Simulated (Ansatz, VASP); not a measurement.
## Cross-check of KAgClF between VASP and Ansatz

Aim: how closely do two programs agree when they are given the same cell, functional and k mesh? The cell is generated by rule, not measured, and may not be a known phase. Of the first pair: The cell is taken from a series of runs on this material, whose earlier steps may have relaxed, scaled, displaced or heated it; both programs get it as it stands.

Program: Ansatz 0.2.0. Level of theory: plane waves, with VASP 6.6.1 beside it; relaxation of cell and atoms at PBE. Results are calculated unless marked as measured.

**1. The structure**

The structure is tetragonal, space group P4mm (No. 99). The conventional cell has a = 3.776 Å, b = 3.776 Å, c = 12.760 Å, α = 90.00°, β = 90.00°, γ = 90.00°. Nearest to Ag lie 5 Cl at 2.72 to 2.77 Å. Ag has 1 F at 2.42 Å and 4 Cl at 2.73 Å nearest. Nearest to Cl lie 4 Ag at 2.72 Å and 1 K at 3.23 Å. Nearest to Cl lie 5 Ag at 2.73 to 2.77 Å and 1 K at 3.28 Å. Nearest to F lie 1 Ag at 2.42 Å and 5 K at 2.69 to 3.26 Å. Nearest to F lie 5 K at 2.57 to 2.70 Å. Farther neighbours and most contacts between anions are not listed.

**2. Ansatz: relaxation of cell and atoms, PBE, pair 1**

Ansatz runs on its default PAW (the set named soft_2) files.

The relaxed volume is the usual yardstick between codes: in a stiff, nearly cubic crystal its relative difference is about their pressure difference at one cell divided by the bulk modulus.

Input file input.yaml:

```yaml
crystal:
  lattice:
    - [3.7764080288, 0.0, 0.0]
    - [0.0, 3.7764080288, 0.0]
    - [0.0, 0.0, 12.7601001266]
  atoms:
    - { symbol: Ag, position: [0.0, 0.0, 0.5256140233] }
    - { symbol: Ag, position: [0.5, 0.5, 0.7870573349] }
    - { symbol: Cl, position: [0.5, 0.5, 0.4853045391] }
    - { symbol: Cl, position: [0.0, 0.0, 0.7425346894] }
    - { symbol: F, position: [0.5, 0.5, 0.9766774396] }
    - { symbol: F, position: [0.0, 0.0, 0.2004775049] }
    - { symbol: K, position: [0.0, 0.0, 0.999277351] }
    - { symbol: K, position: [0.5, 0.5, 0.2318427116] }
kpoints:
  mp_grid: { grid: [6, 6, 2] }
hamiltonian:
  xc: pbe
scf:
  occupations: { method: fixed }
output:
  forces: true
  stress: true
  eigenvalues: true
relax:
  adjacent_minimum: "off"
  f_tol: 0.001
  max_steps: 60
  cell: { stress_tol: 0.01 }
```

Launch:

```sh
> ansatz run input.yaml --threads 8 --pin off --max-ram 14336MiB --backend cpu --events-out ev --progress --plain --runs-dir out
```

Numbers of over 12 decimals in the logs are rounded to 6 here.

The program printed:

```text
Engine: ansatz 0.2.0, x86_64-unknown-linux-gnu
Pseudopotentials: kind: paw
Pseudopotential: Ag, paw, valence charge 19, recommended cutoff 420 eV (normal), Ag.paw.azcp
Pseudopotential: Cl, paw, valence charge 7, recommended cutoff 420 eV (normal), Cl.paw.azcp
Pseudopotential: F, paw, valence charge 7, recommended cutoff 420 eV (normal), F.paw.azcp
Pseudopotential: K, paw, valence charge 9, recommended cutoff 420 eV (normal), K.paw.azcp
Functional definition: PBE
  parameter kappa = 0.804
  parameter beta = 0.066725
  exchange = pbe_x(kappa = kappa, mu = beta*pi^2/3)
  correlation = pbe_c(beta = beta)
Crystal: 8 atoms, lattice volume = 181.975 Å³
Basis set: ecut = 420 eV, 3563 PW (Γ), exchange–correlation on 54×54×180 points (8 copies of the dense FFT grid, shifted against one another)
Bands: 51, of which v1, the nominal top of the filled ones, is band 42 counted from 1 (41 counted from 0)
Symmetry: 8 space group operations
Space group: P4mm (ITA 99), of the structure as read, at distance tolerance 5.7e-5 Å
k-points: 20 of 72
Non-local potential: Ag, projectors of the file, l = 0: 3, l = 1: 2, l = 2: 2, l = 3: 1
Non-local potential: Cl, projectors of the file, l = 0: 2, l = 1: 2, l = 2: 2
Non-local potential: F, projectors of the file, l = 0: 2, l = 1: 2, l = 2: 1
Non-local potential: K, projectors of the file, l = 0: 3, l = 1: 2, l = 2: 2
PAW form: soft (Blöchl's): semilocal exchange-correlation on the pseudo side does not see the compensation charge
PAW one-centre angular grid: Ag, 590 points (default); XC on 64 Gauss nodes
PAW one-centre angular grid: Cl, 110 points (default); XC on 64 Gauss nodes
PAW one-centre angular grid: F, 110 points (default); XC on 64 Gauss nodes
PAW one-centre angular grid: K, 110 points (default); XC on 64 Gauss nodes
Initial density: superposition of atomic densities (neutral atoms: chi_scale 0, normalization atom), corrected by the library's trained network
Initial wavefunctions: pseudopotential atomic-orbital guess
Functional: x = pbe(κ = 0.804, μ = 0.219515), c = pbe(β = 0.066725)
SCF iter   1: F=—  HF=-22039.225448 eV  |F-HF|=—  |Δ(HF+E_count)|=         —  Δρ=1.13e-3  dr2=8.21e-3  ethr=1.77e-3  ⟨swp⟩=4.9  Hψ=3143  notcnv=0  defer=137
preconditioner: auto → Resta (q_TF=auto, 2.398 Å⁻¹)  ε∞=4.2  [insulator: Δε(μ)=1.278 eV  Ē_g=12.304 eV  n_scr=40 (ndim 8)  ℏωp=22.0 eV  f_vac=0.151  ε∞_Penn≈4.2]
SCF iter   2: F=—  HF=-22039.226147 eV  |F-HF|=—  |Δ(HF+E_count)|=   6.99e-4  Δρ=6.10e-4  dr2=2.91e-3  ethr=9.77e-6  ⟨swp⟩=2.3  Hψ=1661  notcnv=0  defer=140
SCF iter   3: F=—  HF=-22039.225415 eV  |F-HF|=—  |Δ(HF+E_count)|=   7.32e-4  Δρ=3.60e-4  dr2=6.99e-4  ethr=3.47e-6  ⟨swp⟩=2.0  Hψ=1393  notcnv=0  defer=140
SCF iter   4: F=—  HF=-22039.225178 eV  |F-HF|=—  |Δ(HF+E_count)|=   2.38e-4  Δρ=1.36e-4  dr2=6.95e-5  ethr=8.32e-7  ⟨swp⟩=2.0  Hψ=1461  notcnv=0  defer=140
SCF iter   5: F=—  HF=-22039.225156 eV  |F-HF|=—  |Δ(HF+E_count)|=   2.19e-5  Δρ=9.14e-5  dr2=1.37e-5  ethr=8.27e-8  ⟨swp⟩=2.0  Hψ=1645  notcnv=0  defer=135
SCF iter   6: F=—  HF=-22039.225156 eV  |F-HF|=—  |Δ(HF+E_count)|=   9.56e-8  Δρ=5.55e-5  dr2=4.52e-6  ethr=1.64e-8  ⟨swp⟩=2.0  Hψ=1564  notcnv=0  defer=136
SCF iter   7: F=—  HF=-22039.225156 eV  |F-HF|=—  |Δ(HF+E_count)|=   2.77e-7  Δρ=1.69e-5  dr2=5.93e-7  ethr=5.38e-9  ⟨swp⟩=2.0  Hψ=1551  notcnv=0  defer=136
SCF iter   8: F=-22039.225156 eV  HF=-22039.225156 eV  |F-HF|=6.32e-9  |Δ(HF+E_count)|=   1.17e-7  Δρ=4.18e-6  dr2=7.38e-8  ethr=1.19e-10  ⟨swp⟩=11.5  Hψ=5645  notcnv=0
SCF 1 converged in 8 iterations: F = -22039.225156 eV  dr2 = 7.38e-8
  greatest PAW one-centre occupation: 1.000 electrons in one spin orbital (limit 2), on the Ag atom at site 0 (counted from 0), in its partial waves of l = 0
relax step   1: F+E_penalty+E_count = -22039.22515574 eV  Δ(F+E_penalty+E_count) = +0.000e0 eV  max|allowed force component| = 1.227e-3 eV/Å  Δτ_max = 0.0000 Å  P = +0.003 GPa  Ω = 181.975 Å³  (8 SCF iters, dr2 threshold 1.00e-7 eV, accepted)
[...]
relax step   3: F+E_penalty+E_count = -22039.22513316 eV  Δ(F+E_penalty+E_count) = +2.258e-5 eV  max|allowed force component| = 4.592e-4 eV/Å  Δτ_max = 0.0005 Å  P = -0.000 GPa  Ω = 182.001 Å³  energy of the carried Pulay correction = -2.389e-5 eV  (10 SCF iters, accepted)
[...]
relax step   4: F+E_penalty+E_count = -22039.22515437 eV  Δ(F+E_penalty+E_count) = -2.120e-5 eV  max|allowed force component| = 4.623e-4 eV/Å  Δτ_max = 0.0000 Å  P = +0.000 GPa  Ω = 182.001 Å³  stress off target by 9.29e-4 GPa  SCF on the basis re-selected at this cell (its energy is not comparable with the rows above)  (9 SCF iters)
basis re-selected at this cell: Δ(F+E_penalty+E_count) = -2.120e-5 eV, ΔP = +0.000 GPa vs the last step (what re-selecting the basis moved, of the pressure what is left beyond the Pulay correction that the steps carried, after the strain that the cell walked since its last selection, with what the two solves' SCF thresholds leave and, on support functions, any second-order correction that the steps lacked; it is no m [...]
SCF converged after 9 iterations
Free energy (F): -22039.225154 eV
Harris-Foulkes:  -22039.225154 eV  (|F-HF|=1.46e-11)
Internal energy: -22039.225154 eV  (E = F + TS)
E sigma→0 (E₀):  -22039.225154 eV
Fermi energy:    4.901409 eV
--- Per-component energies (eV) ---
  E_band       = -1106.203330
  E_kinetic    = 2300.559767
  E_local      = -10813.908796  (includes V_loc(G=0)·N_el)
  E_nonlocal   = 396.842270
  E_hartree    = 4635.910836
  E_xc         = -1011.839488
  E_vxc        = -1244.992422  (∫ρ·V_xc dr)
  E_paw        = -11093.733984  (= ΣΔE_a)
  E_vpaw       = -1016.530768  (= ΣTr[D̂ρ^β])
  E_aug_tail   = 0.004923  (compensation charges beyond the density's cutoff)
  E_ewald      = -6453.060682
  E_smearing   = -0.000000  (= −TS)
  E_closure    = 0.000000  (closes the sum)
  Σ components = -22039.225154   (vs F -22039.225154, Δ=0.00e0)
--- Forces (eV/Å), atoms counted from 1 ---
  atom   1  Ag    -0.00000000    -0.00000000     0.00029210
  atom   2  Ag    -0.00000000    -0.00000000     0.00002321
  atom   3  Cl     0.00000000     0.00000000    -0.00030758
  atom   4  Cl    -0.00000000    -0.00000000     0.00014053
  atom   5  F      0.00000000     0.00000000    -0.00046233
  atom   6  F     -0.00000000    -0.00000000     0.00006313
  atom   7  K     -0.00000000    -0.00000000     0.00008048
  atom   8  K     -0.00000000    -0.00000000     0.00017031
  max |Σ_I F_I| component: 1.48e-7 eV/Å
--- Stress (GPa, compression-positive) ---
       -0.000155       0.000000      -0.000000
        0.000000      -0.000155       0.000000
       -0.000000       0.000000       0.000929
  P = ⅓ Tr σ = 0.0002 GPa (0.002 kbar)
--- Band table (eV; the first three rows and the last of 20) ---
  k-point 0: bands = [... 38 lower, 3.1692, 3.1692, 3.1697, 3.6950, 6.0811, 7.1326, 9.3386, 10.4246, ... 5 higher]
  k-point 1: bands = [... 38 lower, 3.1691, 3.1691, 3.1842, 3.6764, 6.1602, 7.0651, 9.2215, 10.6353, ... 5 higher]
  k-point 2: bands = [... 38 lower, 3.3587, 3.4333, 3.6941, 3.8069, 6.8277, 7.7994, 9.7035, 10.5797, ... 5 higher]
  k-point 19: bands = [... 38 lower, 2.9302, 3.1568, 3.4404, 3.5300, 7.4901, 7.5879, 11.2966, 11.2966, ... 5 higher]
--- Relaxed structure (3 steps of the walk, 2 accepted, 1 SCFs on fresh bases) ---
  F+E_penalty+E_count = -22039.22515437 eV   max|allowed force component| = 4.623e-4 eV/Å   (the final SCF, on the basis selected at the relaxed cell)
  cell:  # Å, volume = 182.0008 Å³
    - [3.776401, 0.0, 0]
    - [0.0, 3.776401, 0.0]
    - [0, 0.0, 12.761952]
  atoms:
    - { symbol: Ag, position: [0, 0.0, 0.525655] }
    - { symbol: Ag, position: [0.5, 0.5, 0.787068] }
    - { symbol: Cl, position: [0.5, 0.5, 0.485317] }
    - { symbol: Cl, position: [0, 0.0, 0.742516] }
    - { symbol: F, position: [0.5, 0.5, 0.976671] }
    - { symbol: F, position: [0, 0.0, 0.200443] }
    - { symbol: K, position: [0, 0.0, 0.999249] }
    - { symbol: K, position: [0.5, 0.5, 0.231867] }
```

The column dr2 measures how far the density is from self-consistency, as an energy; F and HF (Harris–Foulkes) agree once it is small.

(Continued in part 2 of 3.)

[Lines on the potential files, build, host, timing and source positions are cut from VASP's logs without a mark.]

[Logs are printed without paths, hosts, clocks, repeated set-up lines and the standing remarks that a program may print on its own settings, such as how far it seeks lower states.]

[Hosts, paths, dates, database ids (printed as entryN), source tags and the programs' standing remarks are cut or masked in the printed files.]
